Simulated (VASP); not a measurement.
Here is the system:

```yaml
crystal:
  lattice:
    - [1.25641, -2.17617, 0.00000]
    - [1.25641, 2.17617, 0.00000]
    - [0.00000, 0.00000, 6.51712]
  atoms:
    - { symbol: B, position: [0.33333, 0.66667, 0.25000] }
    - { symbol: B, position: [0.66667, 0.33333, 0.75000] }
    - { symbol: N, position: [0.66667, 0.33333, 0.25000] }
    - { symbol: N, position: [0.33333, 0.66667, 0.75000] }
```

Computed with optB86b-vdW, VASP's PBE PAW potentials (set 64) (plane waves; VASP). Settings: 520 eV cut-off, Gaussian smearing of 0.050 eV, potentials B N.

Give the energies of bands 3 to 11 at the high-symmetry points, in eV from the valence-band maximum.

```json
[
 {"band": "3", "Γ": "-6.33", "M": "-8.88", "K": "-7.95", "A": "-5.29", "L": "-8.85", "H": "-7.86"},
 {"band": "4", "Γ": "-3.95", "M": "-8.80", "K": "-7.76", "A": "-5.29", "L": "-8.85", "H": "-7.86"},
 {"band": "5", "Γ": "-1.41", "M": "-4.18", "K": "-7.14", "A": "-1.38", "L": "-4.14", "H": "-7.15"},
 {"band": "6", "Γ": "-1.41", "M": "-4.10", "K": "-7.14", "A": "-1.38", "L": "-4.14", "H": "-7.15"},
 {"band": "7", "Γ": "-1.36", "M": "-1.56", "K": "-0.16", "A": "-1.38", "L": "-0.96", "H": "-0.06"},
 {"band": "8", "Γ": "-1.36", "M": "-0.42", "K": "-0.16", "A": "-1.38", "L": "-0.96", "H": "-0.06"},
 {"band": "9", "Γ": "5.19", "M": "4.17", "K": "4.84", "A": "7.69", "L": "4.65", "H": "4.56"},
 {"band": "10", "Γ": "10.38", "M": "5.67", "K": "4.84", "A": "7.69", "L": "4.65", "H": "4.56"},
 {"band": "11", "Γ": "11.46", "M": "9.43", "K": "10.53", "A": "11.52", "L": "9.84", "H": "11.81"}
]
```

The gap is indirect, 4.17 eV, from the valence maximum at K-Γ at 0.11 to the conduction minimum at M.

The compound is BN in the hex structure. It was relaxed first.
